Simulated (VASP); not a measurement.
A convergence study with VASP on CoO: one setting is varied, all else stays as given below, so the limit is that of these other settings.

```
CELL_PARAMETERS angstrom
      2.99721     0.00000     0.00000
     -2.99721     2.99721     0.00000
      0.00000     0.00000    20.35799
ATOMIC_POSITIONS crystal
  Co 0.00000 0.00000 0.44795
  Co 0.00000 0.50000 0.34385
  Co 0.00000 0.00000 0.65616
  Co 0.00000 0.50000 0.55205
  O  0.00000 0.50000 0.44795
  O  0.00000 0.00000 0.34385
  O  0.00000 0.50000 0.65616
  O  0.00000 0.00000 0.55205
```
Starting moments (μB, in the order of the record's atoms Co Co Co Co O O O O): 3.0 3.0 3.0 3.0 0.0 0.0 0.0 0.0.

All values below come from PBE GGA, VASP's PBE PAW potentials (set 64) (plane waves; VASP). The tightest run used: 600 eV cut-off, 10×10×1 Γ-centred mesh, Fermi-Dirac smearing of 0.050 eV, potentials Co O.

The moments were started parallel, and other spin orders were not tried in this run.

Problem. The settings run are ENCUT = 200; ENCUT = 240; ENCUT = 280; ENCUT = 340; ENCUT = 480; ENCUT = 600. From which on does the largest force stay within 0.02 eV/Å of the tightest run?

Solution. From ENCUT = 340 on: it is off by 0.004 there and by no more than 0.02 in any finer run, while ENCUT = 280 is off by 0.027.
| setting | E (eV/atom) | largest force (eV/Å) | moment (μB) | plane waves | difference judged (eV/Å) |
|---|---|---|---|---|---|
| ENCUT = 200 | -6.4450 | 0.365 | 10.572 | 1195 | 0.113 |
| ENCUT = 240 | -6.5851 | 0.348 | 11.643 | 1568 | 0.096 |
| ENCUT = 280 | -6.4940 | 0.279 | 11.628 | 1976 | 0.027 |
| ENCUT = 340 | -6.4719 | 0.257 | 11.664 | 2647 | 0.004 |
| ENCUT = 480 | -6.4411 | 0.251 | 11.639 | 4407 | 0.001 |
| ENCUT = 600 | -6.4418 | 0.252 | 11.640 | 6168 | 0.000 |

Left out are rungs that failed or repeat a setting and relaxations that didn't move; long series are thinned to 24 rows.

The cell is a sheet or thin cut with vacuum, built from a generated structure.
